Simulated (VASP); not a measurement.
Computed with HSE06 screened hybrid, VASP's PBE PAW potentials (set 64) (plane waves; VASP).

VASP ran on this input.

### KPOINTS
```
Automatic mesh
0
Gamma
1 1 1
0 0 0
```

**POSCAR**
```
Ga31P32
1
   11.0671092084     0.0000000000     0.0000000000
    0.0000000000    11.0671092084     0.0000000000
    0.0000000000     0.0000000000    11.0671092084
Ga P
31 32
Direct
  0.5000896491   0.0004293039   0.0002540826
  0.7492109722   0.2506426375   0.9998619725
  0.7493172494   0.9994645570   0.2510489698
  0.9999977611   0.9999891593   0.0000162542
  0.2510760614   0.2507879131   0.0007734320
  0.5000168576   0.5001254880   0.0003250418
  0.7491104609   0.7491822789   0.0005480164
  0.2509483518   0.0010101179   0.2509686126
  0.5044399449   0.2539419335   0.2539554105
  0.7464823882   0.4955818117   0.2536897642
  0.5000264635   0.0003190061   0.5001393473
  0.7463250901   0.2539392549   0.4957767991
  0.7489145173   0.0007948879   0.7489639916
  0.0000218864   0.4997285117   0.0002736726
  0.2508762388   0.7492399661   0.9997389454
  0.0006944764   0.2507798187   0.2510022807
  0.2534193413   0.5032766857   0.2533570611
  0.4966636006   0.7467441472   0.2531872973
  0.9999645967   0.0002585087   0.4998714415
  0.2537527112   0.2537653221   0.5038304572
  0.7466621525   0.7465546897   0.5032311456
  0.2508927319   0.9996181745   0.7491284439
  0.4964213293   0.2535733966   0.7466399653
  0.7468307462   0.5028616317   0.7470207974
  0.9993966297   0.7493459925   0.2511307260
  0.0000738899   0.5001381434   0.5001287073
  0.2532494407   0.7467775720   0.4965250747
  0.9996348737   0.2508469027   0.7491643813
  0.2533707948   0.4961090021   0.7467650355
  0.5029886499   0.7467876267   0.7472181706
  0.0004425325   0.7492406030   0.7489610969
  0.6252124880   0.1250905199   0.1255188730
  0.8751406988   0.3746525073   0.1251952341
  0.8749814439   0.1252252827   0.3748808754
  0.1252242230   0.1252842810   0.1252025984
  0.3756558812   0.3752397247   0.1264724488
  0.6248666906   0.6245475423   0.1263589188
  0.8748063224   0.8748709147   0.1253382466
  0.3755901399   0.1266167517   0.3754759793
  0.6188642124   0.3819333914   0.3816580186
  0.8737171124   0.6244710712   0.3753547229
  0.6246775500   0.1265712423   0.6245037695
  0.8738644382   0.3752546818   0.6245475702
  0.8747287338   0.1251913851   0.8748161702
  0.1249877371   0.6253022328   0.1253667335
  0.3748172191   0.8753145335   0.1252254449
  0.1263214686   0.3753660734   0.3755470849
  0.3799895602   0.6203067408   0.3800509125
  0.6245720958   0.8738462034   0.3754732540
  0.1252166581   0.1251766343   0.6251478869
  0.3807913451   0.3812009319   0.6196559156
  0.6201911825   0.6204142721   0.6207881702
  0.8747517242   0.8751394116   0.6250849993
  0.3748152029   0.1251907208   0.8750275876
  0.6245506448   0.3752242067   0.8741614561
  0.8750482761   0.6252843741   0.8750661830
  0.1251327661   0.8753205605   0.3748612287
  0.1262591986   0.6246488337   0.6247738086
  0.3754037520   0.8739051282   0.6246901047
  0.1250396490   0.3746755874   0.8753185706
  0.3751401369   0.6245556196   0.8741505544
  0.6251643379   0.8752463205   0.8751300845
  0.1251897206   0.8748842738   0.8747321992
```

### INCAR
```
AEXX=0.25
ALGO=Normal
EDIFF=1E-5
ENCUT=400
GGA=PE
HFSCREEN=0.2
ISIF=0
ISMEAR=0
ISPIN=2
ISYM=0
LASPH=T
LCHARG=F
LHFCALC=T
LMAXMIX=4
LORBIT=10
LREAL=Auto
LWAVE=F
MAGMOM=63*0.0317
NELECT=254.0
NELM=50
NELMIN=4
NUPDOWN=2
PREC=Normal
PRECFOCK=Fast
SIGMA=0.05
SYSTEM=Ga31P32
```

POTCAR, in this order: Ga P (PBE.64 set). Program: vasp_gam. Read from the step before: WAVECAR.

Output of the run:

### OSZICAR
```
       N       E                     dE             d eps       ncg     rms          rms(c)
DAV:   1    -0.331137132059E+03   -0.33114E+03   -0.16896E+01   640   0.107E+01    0.107E+01
DAV:   2    -0.331339005799E+03   -0.20187E+00   -0.69129E-01   712   0.142E+00    0.707E+00
DAV:   3    -0.331306300244E+03    0.32706E-01   -0.18475E-01   712   0.803E-01    0.413E+00
DAV:   4    -0.331293653410E+03    0.12647E-01   -0.94846E-02   712   0.535E-01    0.232E+00
DAV:   5    -0.331288980441E+03    0.46730E-02   -0.12002E-02   720   0.196E-01    0.136E+00
DAV:   6    -0.331286293925E+03    0.26865E-02   -0.20133E-03   728   0.842E-02    0.775E-01
DAV:   7    -0.331285408955E+03    0.88497E-03   -0.10640E-03   704   0.548E-02    0.418E-01
DAV:   8    -0.331285164443E+03    0.24451E-03   -0.35506E-04   704   0.303E-02    0.223E-01
DAV:   9    -0.331285101031E+03    0.63412E-04   -0.23608E-04   720   0.217E-02    0.120E-01
DAV:  10    -0.331285102541E+03   -0.15093E-05   -0.24338E-04   704   0.198E-02    0.670E-02
DAV:  11    -0.331285121770E+03   -0.19229E-04   -0.24612E-04   704   0.191E-02    0.416E-02
DAV:  12    -0.331285141329E+03   -0.19559E-04   -0.24734E-04   688   0.192E-02    0.325E-02
DAV:  13    -0.331285156744E+03   -0.15415E-04   -0.24447E-04   696   0.200E-02    0.302E-02
DAV:  14    -0.331285166889E+03   -0.10144E-04   -0.23006E-04   680   0.204E-02    0.290E-02
DAV:  15    -0.331285172295E+03   -0.54064E-05   -0.20180E-04   704   0.200E-02    0.277E-02
DAV:  16    -0.331285173919E+03   -0.16240E-05   -0.16350E-04   664   0.185E-02    0.258E-02
DAV:  17    -0.331285172786E+03    0.11327E-05   -0.12371E-04   680   0.167E-02    0.234E-02
DAV:  18    -0.331285169985E+03    0.28012E-05   -0.85576E-05   640   0.145E-02
   1 F= -.33128517E+03 E0= -.33128517E+03  d E =-.154135E-05  mag=     2.0000
```

### OUTCAR
```
------------------------ aborting loop because EDIFF is reached ----------------------------------------
  volume of cell :     1355.51
      direct lattice vectors                 reciprocal lattice vectors
    11.067109208  0.000000000  0.000000000     0.090357832  0.000000000  0.000000000
     0.000000000 11.067109208  0.000000000     0.000000000  0.090357832  0.000000000
     0.000000000  0.000000000 11.067109208     0.000000000  0.000000000  0.090357832
  FREE ENERGIE OF THE ION-ELECTRON SYSTEM (eV)
  ---------------------------------------------------
  free  energy   TOTEN  =      -331.2851699851 eV

  energy  without entropy=     -331.2851684438  energy(sigma->0) =     -331.28516921

  exchange ACFDT corr.  =         0.00000000  see jH, gK, PRB 81, 115126

 total charge

# of ion       s       p       d       tot
------------------------------------------
    1        1.086   1.277   0.167   2.529
    2        1.078   1.278   0.168   2.524
    3        1.078   1.279   0.168   2.525
    4        1.078   1.277   0.167   2.521
    5        1.078   1.281   0.168   2.527
    6        1.078   1.282   0.169   2.529
    7        1.078   1.280   0.168   2.526
    8        1.079   1.281   0.168   2.528
    9        1.083   1.261   0.168   2.512
   10        1.082   1.268   0.168   2.519
   11        1.078   1.281   0.169   2.528
   12        1.083   1.262   0.168   2.513
   13        1.079   1.280   0.168   2.527
   14        1.085   1.278   0.167   2.530
   15        1.078   1.279   0.168   2.525
   16        1.078   1.280   0.169   2.526
   17        1.081   1.269   0.166   2.515
   18        1.082   1.269   0.166   2.517
   19        1.086   1.277   0.167   2.530
   20        1.082   1.264   0.167   2.512
   21        1.082   1.270   0.166   2.517
   22        1.078   1.280   0.168   2.526
   23        1.082   1.264   0.167   2.512
   24        1.081   1.268   0.165   2.515
   25        1.078   1.280   0.168   2.526
   26        1.078   1.281   0.169   2.528
   27        1.081   1.274   0.166   2.521
   28        1.078   1.279   0.168   2.525
   29        1.081   1.274   0.167   2.522
   30        1.081   1.274   0.166   2.521
   31        1.078   1.280   0.168   2.526
   32        1.011   1.529   0.000   2.540
   33        1.010   1.532   0.000   2.542
   34        1.011   1.529   0.000   2.540
   35        1.009   1.533   0.000   2.542
   36        1.008   1.533   0.000   2.541
   37        1.008   1.533   0.000   2.541
   38        1.009   1.533   0.000   2.542
   39        1.008   1.533   0.000   2.540
   40        1.047   1.468   0.000   2.516
   41        1.008   1.533   0.000   2.541
   42        1.008   1.533   0.000   2.541
   43        1.008   1.533   0.000   2.541
   44        1.009   1.532   0.000   2.541
   45        1.013   1.524   0.000   2.536
   46        1.013   1.524   0.000   2.537
   47        1.008   1.533   0.000   2.541
   48        1.048   1.443   0.000   2.491
   49        1.008   1.533   0.000   2.541
   50        1.012   1.525   0.000   2.538
   51        1.047   1.455   0.000   2.502
   52        1.048   1.443   0.000   2.490
   53        1.013   1.524   0.000   2.536
   54        1.012   1.525   0.000   2.538
   55        1.008   1.533   0.000   2.541
   56        1.013   1.523   0.000   2.536
   57        1.012   1.526   0.000   2.538
   58        1.008   1.533   0.000   2.541
   59        1.007   1.534   0.000   2.541
   60        1.010   1.530   0.000   2.541
   61        1.008   1.534   0.000   2.541
   62        1.012   1.525   0.000   2.538
   63        1.009   1.532   0.000   2.541
--------------------------------------------------
tot         65.949  88.179   5.190 159.318

 magnetization (x)

# of ion       s       p       d       tot
------------------------------------------
    1       -0.003   0.009   0.005   0.011
    2       -0.001   0.000   0.001   0.000
    3       -0.001  -0.000   0.001  -0.000
    4       -0.001  -0.000   0.001   0.000
    5       -0.001  -0.000   0.001  -0.000
    6       -0.000  -0.000   0.001  -0.000
    7       -0.001  -0.002   0.002  -0.001
    8       -0.001  -0.001   0.002  -0.000
    9       -0.001   0.008   0.003   0.009
   10       -0.001  -0.001   0.002  -0.000
   11       -0.000  -0.000   0.000  -0.000
   12       -0.001   0.007   0.002   0.009
   13       -0.001  -0.001   0.002  -0.000
   14       -0.003   0.006   0.004   0.007
   15       -0.001  -0.002   0.002  -0.002
   16       -0.001   0.000   0.001   0.000
   17       -0.003   0.005   0.007   0.009
   18       -0.003   0.006   0.007   0.010
   19       -0.003   0.009   0.005   0.010
   20       -0.002   0.009   0.005   0.012
   21       -0.003   0.006   0.007   0.009
   22       -0.001  -0.002   0.001  -0.002
...
```
(Selected blocks of OUTCAR.)

The cell is charged, with a uniform compensating background. The supercell is sampled at Γ alone, which is coarse: total energies, pressure and levels can be off, energies of defects by several tenths of an eV.

The cell is a supercell with a defect, built from GaP (zinc blende): vac_Ga, charge -1. The cell's shape comes from a PBE relaxation.
